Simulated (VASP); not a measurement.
Input:

```
CELL_PARAMETERS angstrom
      4.16582    -2.27500     0.00000
      4.16582     2.27500     0.00000
      2.92342     0.00000     3.73943
ATOMIC_POSITIONS crystal
  Bi 0.23400 0.23400 0.23400
  Bi 0.76600 0.76600 0.76600
```

All values below come from AM05 GGA, VASP's PBE PAW potentials (set 64) (plane waves; VASP). Settings: 520 eV cut-off, 9×9×9 Γ-centred mesh, first-order Methfessel-Paxton smearing of 0.10 eV, potentials Bi_d.

Energy and stress use the plane-wave basis of the starting cell.

**Question.** The ions, cell shape and volume are relaxed. Which structure does the run end with?

**Answer.** 
```
CELL_PARAMETERS angstrom
      4.12593    -2.26317    -0.00606
      4.12593     2.26317    -0.00606
      2.88999     0.00000     3.71392
ATOMIC_POSITIONS crystal
  Bi 0.23566 0.23566 0.23566
  Bi 0.76434 0.76434 0.76434
```
Space group R-3m (166), at a tolerance of 0.03 Å.

**Question.** How do energy and volume change from the first to the last step?

**Answer.** The energy (σ→0) changes by -1.7 meV/atom and the volume by -2.0 %, in 9 ionic steps.

The compound is Bi in the a7 structure. This run relaxes it. Symmetry was kept, so distortions that lower it aren't found.
